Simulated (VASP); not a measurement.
Consider the following.

```
CELL_PARAMETERS angstrom
      2.83000     0.00000     0.00000
      0.00000     2.83000     0.00000
      0.00000     0.00000     4.07000
ATOMIC_POSITIONS crystal
  Ti 0.00000 0.00000 0.00000
  Al 0.50000 0.50000 0.50000
```

Computed with TPSS meta-GGA, VASP's PBE PAW potentials (set 64) (plane waves; VASP). Run with 520 eV cut-off, 12×12×8 Γ-centred mesh, first-order Methfessel-Paxton smearing of 0.10 eV, potentials Ti_sv Al.

Energy and stress use the plane-wave basis of the starting cell.

### Question
The ions, cell shape and volume are relaxed. Predict the relaxed structure.

### Answer

```
CELL_PARAMETERS angstrom
      2.80910     0.00000     0.00000
      0.00000     2.80910     0.00000
      0.00000     0.00000     4.03846
ATOMIC_POSITIONS crystal
  Ti 0.00000 0.00000 0.00000
  Al 0.50000 0.50000 0.50000
```
Space group P4/mmm (123), at a tolerance of 0.03 Å.

### Question
How do energy and volume change from the first to the last step?

### Answer
The energy (σ→0) changes by -3.0 meV/atom and the volume by -2.2 %, in 3 ionic steps.

The compound is TiAl in the L1_0 structure. This run relaxes it. Symmetry was kept, so distortions that lower it aren't found. The electron count is odd and the run is not spin-polarised, which forces a metal.
